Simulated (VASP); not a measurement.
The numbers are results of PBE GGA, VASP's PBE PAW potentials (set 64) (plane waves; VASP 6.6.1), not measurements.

The input files of a VASP run:

KPOINTS:
```
k-points along high-symmetry lines
15
Line-mode
Reciprocal
  0.000000   0.000000   0.000000 ! GAMMA
 -0.500000  -0.500000   0.000000 ! X

 -0.500000  -0.500000   0.000000 ! X
 -0.375000  -0.375000   0.250000 ! U

 -0.375000   0.000000   0.375000 ! K
  0.000000   0.000000   0.000000 ! GAMMA

  0.000000   0.000000   0.000000 ! GAMMA
  0.000000   0.000000   0.500000 ! L

  0.000000   0.000000   0.500000 ! L
 -0.500000  -0.250000   0.250000 ! W

 -0.500000  -0.250000   0.250000 ! W
 -0.500000  -0.500000   0.000000 ! X
```

**INCAR**
```
! general
SYSTEM  = InP
PREC    = Accurate
ENCUT   = 350
LREAL   = .FALSE.
LASPH   = .TRUE.
ICHARG  = 11

! electronic loop
EDIFF   = 1E-6
NELM    = 100
ALGO    = Normal
LMAXMIX = 4

! smearing
ISMEAR  = 0
SIGMA   = 0.05

! functional
GGA     = PE

! output
LWAVE   = .FALSE.
LCHARG  = .FALSE.
```

File POSCAR:
```
InP
1
    0.0000000000     2.9743299724     2.9743299724
    2.9743299724     0.0000000000     2.9743299724
    2.9743299724     2.9743299724     0.0000000000
In P
1 1
Direct
  0.0000000000   0.0000000000   0.0000000000
  0.2500000000   0.2500000000   0.2500000000
```

POTCAR, in this order: In_d P (PBE.64 set). Program: vasp_std. Read from the step before: CHGCAR.

What VASP printed:

OUTCAR:
```
 ion  position               nearest neighbor table
   1  0.000  0.000  0.000-   2 2.58   2 2.58   2 2.58   2 2.58
   2  0.250  0.250  0.250-   1 2.58   1 2.58   1 2.58   1 2.58
  LATTYP: Found a face centered cubic cell.
 ALAT       =     5.9486599448
 Subroutine PRICEL returns:
 Original cell was already a primitive cell.
 Subroutine GETGRP returns: Found 24 space group operations
The static configuration has the point symmetry T_d .
The dynamic configuration has the point symmetry T_d .
 Subroutine INISYM returns: Found 24 space group operations
   k-points           NKPTS =     90   k-points in BZ     NKDIM =     90   number of bands    NBANDS=     13
   number of dos      NEDOS =    301   number of ions     NIONS =      2
   total plane-waves  NPLWV =  21952
   dimension x,y,z NGX =    28 NGY =   28 NGZ =   28
   dimension x,y,z NGXF=    56 NGYF=   56 NGZF=   56
   ions per type =               1   1
   PREC   = accura    normal or accurate (medium, high low for compatibility)
   ISTART =      0    job   : 0-new  1-cont  2-samecut
   ICHARG =     11    charge: 1-file 2-atom 10-const
   ISPIN  =      1    spin polarized calculation?
   LNONCOLLINEAR =      F non collinear calculations
   LSORBIT =      F    spin-orbit coupling
   INIWAV =      1    electr: 0-lowe 1-rand  2-diag
   ENCUT  =  350.0 eV  25.72 Ry    5.07 a.u.   6.42  6.42  6.42*2*pi/ulx,y,z
...
```

File OSZICAR:
```
       N       E                     dE             d eps       ncg     rms          rms(c)
DAV:   1     0.995048850887E+02    0.99505E+02   -0.69556E+03  2353   0.115E+03
DAV:   2    -0.308856188202E+00   -0.99814E+02   -0.96771E+02  2540   0.283E+02
DAV:   3    -0.704681796082E+01   -0.67380E+01   -0.66208E+01  2995   0.808E+01
DAV:   4    -0.721672262385E+01   -0.16990E+00   -0.16982E+00  2932   0.144E+01
DAV:   5    -0.722364858085E+01   -0.69260E-02   -0.69256E-02  3301   0.237E+00
DAV:   6    -0.722388977736E+01   -0.24120E-03   -0.24120E-03  3142   0.388E-01
DAV:   7    -0.722389462279E+01   -0.48454E-05   -0.48454E-05  3349   0.568E-02
DAV:   8    -0.722389469636E+01   -0.73562E-07   -0.73546E-07  2092   0.776E-03
   1 F= -.72238947E+01 E0= -.72238947E+01  d E =-.372716E-11
```

OUTCAR:
```
 val. band max:        4.7166315245   @ k =   0.0000   0.0000   0.0000

 cond. band min:       5.1834949677   @ k =   0.0000   0.0000   0.0000



 k-point     1 :       0.0000    0.0000    0.0000
  band No.  band energies     occupation
      1      -9.3844      2.00000
      2      -9.3844      2.00000
      3      -9.3844      2.00000
      4      -9.2533      2.00000
      5      -9.2533      2.00000
      6      -6.5059      2.00000
      7       4.7166      2.00000
      8       4.7166      2.00000
      9       4.7166      2.00000
     10       5.1835      0.00000
     11       8.8049      0.00000
     12       8.8049      0.00000
     13       8.8049      0.00000

 k-point     2 :      -0.0357   -0.0357    0.0000
  band No.  band energies     occupation
      1      -9.3869      2.00000
      2      -9.3836      2.00000
      3      -9.3836      2.00000
      4      -9.2540      2.00000
      5      -9.2531      2.00000
      6      -6.4876      2.00000
      7       4.3815      2.00000
      8       4.6703      2.00000
      9       4.6703      2.00000
     10       5.5166      0.00000
     11       8.7399      0.00000
     12       8.8682      0.00000
     13       8.8682      0.00000

 k-point     3 :      -0.0714   -0.0714    0.0000
  band No.  band energies     occupation
      1      -9.3943      2.00000
      2      -9.3806      2.00000
      3      -9.3806      2.00000
      4      -9.2555      2.00000
      5      -9.2520      2.00000
      6      -6.4329      2.00000
      7       3.8892      2.00000
      8       4.5407      2.00000
      9       4.5407      2.00000
     10       6.0002      0.00000
     11       8.5644      0.00000
     12       9.0495      0.00000
     13       9.0495      0.00000

 k-point     4 :      -0.1071   -0.1071    0.0000
  band No.  band energies     occupation
      1      -9.4054      2.00000
      2      -9.3756      2.00000
      3      -9.3756      2.00000
      4      -9.2575      2.00000
...
```

The density is held fixed in this step, so its total energy and stress have no physical meaning. Unless said otherwise, spin-orbit coupling is left out, though it shifts the bands of the heavy elements here.

The compound is InP in the zinc blende structure. It was relaxed first.
